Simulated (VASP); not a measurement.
All values below come from r2SCAN meta-GGA, VASP's PBE PAW potentials (set 64) (plane waves; VASP 6.6.1).

A VASP calculation is set up with these files.

**KPOINTS**
```
Automatic mesh
0
Gamma
10 10 1
0 0 0
```

**INCAR**
```
# general
SYSTEM  = Pt(100) slab
PREC    = Normal
ENCUT   = 400
LREAL   = .FALSE.   # projection in real space or not
LASPH   = .TRUE.

# electronic loop
EDIFF   = 1E-6
NELM    = 100
NELMIN  = 4
ALGO    = Normal
LMAXMIX = 6   # l cut-off of mixed one-centre charges
LMIXTAU = .TRUE.

# smearing
ISMEAR  = 1   # Methfessel-Paxton
SIGMA   = 0.1   # width (eV)

# functional
METAGGA = R2SCAN

# output
LWAVE   = .FALSE.
LCHARG  = .FALSE.
LORBIT  = 11   # lm-projected
LVHAR   = .TRUE.

# other
LDIPOL  = .TRUE.
IDIPOL  = 3
DIPOL   = 0.5 0.5 0.5
```

File POSCAR:
```
Pt(100) slab
2.7879240
  1.0000001129   0.0000000000   0.0000000000
  0.0000000000   1.0000001129   0.0000000000
  0.0000000000   0.0000000000   9.6541718110
Pt
6
direct
  0.0000000000   0.5000000000   0.3186776421
  0.5000000000   0.0000000000   0.3901903066
  1.0000000000   0.5000000000   0.4633523768
  0.5000000000   0.0000000000   0.5366476232
  0.0000000000   0.5000000000   0.6098096934
  0.5000000000   0.0000000000   0.6813223579
```

POTCAR, in this order: Pt (PBE.64 set). Program: vasp_std. Read from the step before: WAVECAR.

Unless said otherwise, spin-orbit coupling is left out, though it shifts the bands of the heavy elements here.

Predict the energy per atom (σ→0), band gap (on the k-mesh).

```json
{
  "energy per atom (σ→0)": "-51.167 eV/atom",
  "band gap (on the k-mesh)": "none (metal, semimetal or under 0.01 eV)"
}
```

OSZICAR:
```
...
DAV:   5    -0.307001243308E+03   -0.98977E-05   -0.40861E-05  1680   0.421E-02    0.107E-02
DAV:   6    -0.307001237404E+03    0.59038E-05   -0.43452E-06  1212   0.152E-02    0.538E-03
DAV:   7    -0.307001252845E+03   -0.15441E-04   -0.11378E-06   956   0.938E-03    0.589E-03
DAV:   8    -0.307001257608E+03   -0.47630E-05   -0.17038E-06   992   0.100E-02    0.247E-03
DAV:   9    -0.307001259211E+03   -0.16030E-05   -0.42783E-07   852   0.524E-03    0.105E-03
DAV:  10    -0.307001262508E+03   -0.32968E-05   -0.43655E-07   884   0.560E-03    0.377E-04
DAV:  11    -0.307001261796E+03    0.71223E-06   -0.41549E-07   876   0.493E-03
   1 F= -.30700126E+03 E0= -.30699939E+03  d E =-.562051E-02
```

The cell is a thin slab with vacuum, built from Pt (fcc): (100) face.
